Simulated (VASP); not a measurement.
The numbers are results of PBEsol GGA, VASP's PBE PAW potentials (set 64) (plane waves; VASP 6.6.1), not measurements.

Input for VASP

### POSCAR
```
Sm
1.0
  8.6680122000  -1.7929937976  -0.0072048214
  8.6680122000   1.7929937976  -0.0072048214
  8.2996906467   0.0000000000   3.0764328919
Sm
3
Cart
  0.0000000000   0.0000000000   0.0000000000
  5.6998139412  -0.0000000000   0.6808065533
 19.9359011055   0.0000000000   2.3812166958
```

File KPOINTS:
```
Automatic mesh
0
Gamma
9 9 9
0 0 0
```

INCAR:
```
SYSTEM = Sm
PREC = Accurate
ENCUT = 400
EDIFF = 1E-6
NELM = 100
ALGO = Normal
LREAL = .FALSE.
LASPH = .TRUE.
ISMEAR = 1
SIGMA = 0.1
GGA = PS
LMAXMIX = 6
LWAVE = .FALSE.
LCHARG = .FALSE.
IBRION = 2
ISIF = 3
NSW = 60
EDIFFG = -0.02
```

POTCAR, in this order: Sm_3 (PBE.64 set). Program: vasp_std.

Output

OSZICAR:
```
       N       E                     dE             d eps       ncg     rms          rms(c)
DAV:   1     0.258150214308E+03    0.25815E+03   -0.13880E+04  3400   0.122E+03
DAV:   2    -0.849880184465E+01   -0.26665E+03   -0.26229E+03  3656   0.360E+02
DAV:   3    -0.151143978471E+02   -0.66156E+01   -0.62905E+01  4500   0.518E+01
DAV:   4    -0.153028024451E+02   -0.18840E+00   -0.18224E+00  4568   0.597E+00
DAV:   5    -0.153102406071E+02   -0.74382E-02   -0.73587E-02  4640   0.918E-01    0.564E+00
DAV:   6    -0.152759715273E+02    0.34269E-01   -0.58348E-02  4136   0.202E+00    0.322E+00
DAV:   7    -0.152713510013E+02    0.46205E-02   -0.66950E-02  4004   0.213E+00    0.214E-01
DAV:   8    -0.152707161186E+02    0.63488E-03   -0.49761E-03  4700   0.598E-01    0.126E-01
DAV:   9    -0.152705002744E+02    0.21584E-03   -0.18524E-03  4132   0.389E-01    0.128E-02
DAV:  10    -0.152705055112E+02   -0.52367E-05   -0.72732E-05  4720   0.528E-02    0.680E-03
DAV:  11    -0.152705061660E+02   -0.65486E-06   -0.47198E-06  3832   0.202E-02
   1 F= -.15270506E+02 E0= -.15270298E+02  d E =-.152705E+02
       N       E                     dE             d eps       ncg     rms          rms(c)
DAV:   1    -0.152739808042E+02   -0.34753E-02   -0.10953E-01  3524   0.319E+00    0.278E-01
DAV:   2    -0.152712791891E+02    0.27016E-02   -0.43796E-03  3640   0.590E-01    0.121E-01
DAV:   3    -0.152706243626E+02    0.65483E-03   -0.26498E-03  3788   0.461E-01    0.222E-02
DAV:   4    -0.152706306515E+02   -0.62889E-05   -0.70943E-05  4460   0.756E-02    0.147E-02
DAV:   5    -0.152706486984E+02   -0.18047E-04   -0.80435E-06  3228   0.204E-02    0.238E-03
DAV:   6    -0.152706500279E+02   -0.13295E-05   -0.13086E-06  2392   0.102E-02    0.488E-04
DAV:   7    -0.152706503964E+02   -0.36858E-06   -0.12687E-07  2152   0.285E-03
   2 F= -.15270650E+02 E0= -.15270457E+02  d E =-.144230E-03
```

OUTCAR:
```
------------------------ aborting loop because EDIFF is reached ----------------------------------------
  FORCE on cell =-STRESS in cart. coord.  units (eV):
  Direction    XX          YY          ZZ          XY          YZ          ZX
  --------------------------------------------------------------------------------------
  Total        0.0271835      0.0068003      0.0070911      0.0000000      0.0000000      0.0024346
  in kB        0.4562058      0.1141258      0.1190062      0.0000000      0.0000000      0.0408592
  external PRESSURE =       0.2297793 kB  Pullay stress =       0.0000000 kB
  volume of cell :       95.47
      direct lattice vectors                 reciprocal lattice vectors
     8.659675264 -1.790356273 -0.006667013     0.057619165 -0.279274024 -0.155502772
     8.659675264  1.790356273 -0.006667013     0.057619165  0.279274024 -0.155502772
     8.291895519  0.000000000  3.072434615     0.000250061  0.000000000  0.324799922
 POSITION                                       TOTAL-FORCE (eV/Angst)
 -----------------------------------------------------------------------------------
     25.61125      0.00000      3.05910        -0.000000      0.000000      0.000000
      5.69497      0.00000      0.68023         0.010663     -0.000000      0.001274
     19.91627      0.00000      2.37887        -0.010663     -0.000000     -0.001274
 -----------------------------------------------------------------------------------
    total drift:                               -0.000000      0.000000      0.000000
  FREE ENERGIE OF THE ION-ELECTRON SYSTEM (eV)
  ---------------------------------------------------
  free  energy   TOTEN  =       -15.2706503964 eV

  energy  without entropy=      -15.2700712829  energy(sigma->0) =      -15.27045736

 reached required accuracy - stopping structural energy minimisation
```
(Selected blocks of OUTCAR.)

CONTCAR:
```
Sm
   1.00000000000000
     8.6596752640371069   -1.7903562727050348   -0.0066670125921314
     8.6596752640371069    1.7903562727050348   -0.0066670125921314
     8.2918955188164229    0.0000000000000000    3.0724346153961486
  Sm
     3
Direct
     1.0000000000000000    1.0000000000000000    1.0000000000000000
     0.2223621980361101    0.2223621980361101    0.2223621980361101
     0.7776378019638899    0.7776378019638899    0.7776378019638899
```

The 4f electrons are frozen in the core of the lanthanide potential, so 4f levels, which can set the real gap, and their magnetism are missing.

The compound is Sm in the sg166 structure. This run relaxes it. Symmetry was kept, so distortions that lower it aren't found. The start is the result of an earlier pass.
